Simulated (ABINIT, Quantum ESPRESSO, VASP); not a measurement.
# Code comparison for BaTiO3 (P4mm, 5 atoms in the cell)

Self-consistent single point.

```xyz
5
Lattice="3.9900 0.0000 0.0000 0.0000 3.9900 0.0000 0.0000 0.0000 4.0400" Properties=species:S:1:pos:R:3 pbc="T T T"
Ba     0.0000     0.0000     0.0000
Ti     1.9950     1.9950     2.0725
O      1.9950     1.9950     3.9471
O      0.0000     1.9950     1.9675
O      1.9950     0.0000     1.9675
```

All programs got the same cell, k-point mesh and kind of occupations (in ABINIT's words: tsmear = 0.00183747 Ha; ngkpt = 7 7 7; nshiftk = 1; shiftk = 0 0 0); potentials, basis and cutoffs are each program's usual ones.

```tsv
code	model	pressure (GPa)	largest force (eV/Å)	gap on the mesh (eV)	cutoff
ABINIT	PBE, norm-conserving pseudopotentials (PseudoDojo nc-sr-05 PBE standard)	2.35	0.183	1.958	42 Ha
Quantum ESPRESSO	PBE, GBRV 1.5 ultrasoft (PBE) pseudopotentials	3.70	0.171	1.930	50 Ry
VASP	PBE, VASP's PBE PAW potentials (set 64)	-0.17	0.156	1.886	400 eV
```

Size of the force on each atom (eV/Å): Sizes of forces hide their directions.

```csv
code,Ba1,Ti2,O3,O4,O5
ABINIT,0.011,0.183,0.104,0.045,0.045
Quantum ESPRESSO,0.007,0.171,0.085,0.040,0.040
VASP,0.012,0.156,0.065,0.039,0.039
```

Gaps are read on the mesh.

The spread over the programs that give each value: pressure within 3.87 GPa; largest force within 0.027 eV/Å; gap on the mesh within 0.072 eV.

The starting cell has typed, rounded lattice constants, without a prior relaxation at this level.

Task: Why do the programs differ, and what cannot be compared?

Result: Differences of this kind can come from the potentials, where these differ, and from what each basis and cutoff leave unconverged. The zero of total energies and Fermi levels follows the potentials and each program's conventions, so they are not compared here.

VASP's run is marked for a possible Pulay error in its stress at this cutoff; no cutoff test was made.

Left out of this page: Ansatz, GPAW, FLEUR and SIESTA (not drawn, or without a comparable value); CP2K (unsound by tests on forces, stress, charge or solver warnings).
